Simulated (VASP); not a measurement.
Output of a VASP run:

### OSZICAR
```
       N       E                     dE             d eps       ncg     rms          rms(c)
DAV:   1     0.431787317575E+02    0.43179E+02   -0.36373E+03   752   0.825E+02
DAV:   2     0.119149819930E+00   -0.43060E+02   -0.42972E+02   760   0.214E+02
DAV:   3    -0.109813985932E+01   -0.12173E+01   -0.12020E+01  1256   0.324E+01
DAV:   4    -0.111816325095E+01   -0.20023E-01   -0.20051E-01  1144   0.322E+00
DAV:   5    -0.111960939393E+01   -0.14461E-02   -0.14468E-02  1296   0.305E-01    0.242E+00
DAV:   6    -0.111673992747E+01    0.28695E-02   -0.48757E-03  1136   0.607E-01    0.158E+00
DAV:   7    -0.111610446844E+01    0.63546E-03   -0.82709E-03  1088   0.713E-01    0.109E-01
DAV:   8    -0.111605960236E+01    0.44866E-04   -0.73375E-04  1144   0.343E-01    0.276E-02
DAV:   9    -0.111607119146E+01   -0.11589E-04   -0.21334E-05  1232   0.415E-02    0.153E-02
DAV:  10    -0.111607123908E+01   -0.47623E-07   -0.24236E-06  1120   0.130E-02    0.268E-03
DAV:  11    -0.111607106171E+01    0.17738E-06   -0.12656E-07  1144   0.503E-03    0.280E-04
DAV:  12    -0.111607106733E+01   -0.56262E-08   -0.64940E-10   776   0.193E-04
   1 F= -.11160711E+01 E0= -.11157170E+01  d E =-.106210E-02
```

### OUTCAR
```
------------------------ aborting loop because EDIFF is reached ----------------------------------------
  FORCE on cell =-STRESS in cart. coord.  units (eV):
  Direction    XX          YY          ZZ          XY          YZ          ZX
  --------------------------------------------------------------------------------------
  Total        0.2255419      0.2255419      0.2255419     -0.0000000     -0.0000000      0.0000000
  in kB        5.7685456      5.7685456      5.7685456     -0.0000000     -0.0000000      0.0000000
  external PRESSURE =       5.7685456 kB  Pullay stress =       0.0000000 kB
  volume of cell :       62.64
      direct lattice vectors                 reciprocal lattice vectors
    -2.501903174  2.501903174  2.501903174     0.000000000  0.199847862  0.199847862
     2.501903174 -2.501903174  2.501903174     0.199847862  0.000000000  0.199847862
     2.501903174  2.501903174 -2.501903174     0.199847862  0.199847862  0.000000000
 POSITION                                       TOTAL-FORCE (eV/Angst)
 -----------------------------------------------------------------------------------
      0.00000      0.00000      0.00000        -0.000000      0.000000      0.000000
 -----------------------------------------------------------------------------------
    total drift:                                0.000000      0.000000     -0.000000
  FREE ENERGIE OF THE ION-ELECTRON SYSTEM (eV)
  ---------------------------------------------------
  free  energy   TOTEN  =        -1.1160710673 eV

  energy  without entropy=       -1.1150089652  energy(sigma->0) =       -1.11571703
```
(Selected blocks of OUTCAR.)

### POSCAR
```
K
1
   -2.5019031742     2.5019031742     2.5019031742
    2.5019031742    -2.5019031742     2.5019031742
    2.5019031742     2.5019031742    -2.5019031742
K
1
Direct
  0.0000000000   0.0000000000   0.0000000000
```

Problem. Reconstruct the remaining input files.

Solution. This is not unique; one that fits is the input of the run itself, PBEsol GGA, plane waves, VASP's PBE PAW potentials (set 64).

### KPOINTS
```
Automatic mesh
0
Gamma
10 10 10
0 0 0
```

INCAR:
```
SYSTEM = K
PREC = Accurate; ENCUT = 480; LREAL = .FALSE.
LASPH = .TRUE.
EDIFF = 1E-7; NELM = 100; ALGO = Normal
ISMEAR = 1; SIGMA = 0.1
GGA = PS
ISIF = 2
LWAVE = .FALSE.; LCHARG = .FALSE.
```

POTCAR, in this order: K_sv (PBE.64 set). Program: vasp_std.

The compound is K in the bcc structure. This cell was strained or had an atom moved on purpose.
